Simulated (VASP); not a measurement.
Crystal: CoSn.

```
Co Sn
1.0
     5.24604    0.00000    0.00000
    -2.62302    4.54320    0.00000
     0.00000    0.00000    4.18759
Co Sn
3 3
Direct
  0.00000 0.50000 0.00000
  0.50000 0.50000 0.00000
  0.50000 0.00000 0.00000
  0.66667 0.33333 0.50000
  0.33333 0.66667 0.50000
  0.00000 0.00000 0.00000
```

The cell is a database's computed one.

```yaml
Program: VASP 6.6.1
Task: relaxation of cell and atoms
Functional: PBE
Potentials_or_basis: VASP PAW PBE potentials, release 64 (Co, Sn_d)
Cutoff: 600 eV
k_mesh: 9 × 9 × 9
Occupations: methfessel-paxton, width 0.1 eV
Spin: no spin polarisation
```

At the start: pressure 4.0 GPa; volume 16.63 Å³/atom.

Where does the relaxation end?

Over 3 steps the energy falls by 5.8 meV/atom and the volume is 17.12 Å³/atom (+2.9 %); space group P6/mmm (No. 191, to 0.05 Å).

The path:
| step | energy change (eV) | largest force (eV/Å) | pressure (GPa) | volume (Å³) |
| --- | --- | --- | --- | --- |
| 1 | 0.0000 | 0.0000 | 4.00 | 99.81 |
| 2 | 0.0023 | 0.0000 | -3.60 | 105.92 |
| 3 | -0.0350 | 0.0000 | 0.03 | 102.73 |

Final structure:
```
Co Sn
1.0
     5.29692    0.00000    0.00000
    -2.64846    4.58727    0.00000
     0.00000    0.00000    4.22775
Co Sn
3 3
Direct
  0.00000 0.50000 0.00000
  0.50000 0.50000 0.00000
  0.50000 0.00000 0.00000
  0.66667 0.33333 0.50000
  0.33333 0.66667 0.50000
  0.00000 0.00000 0.00000
```
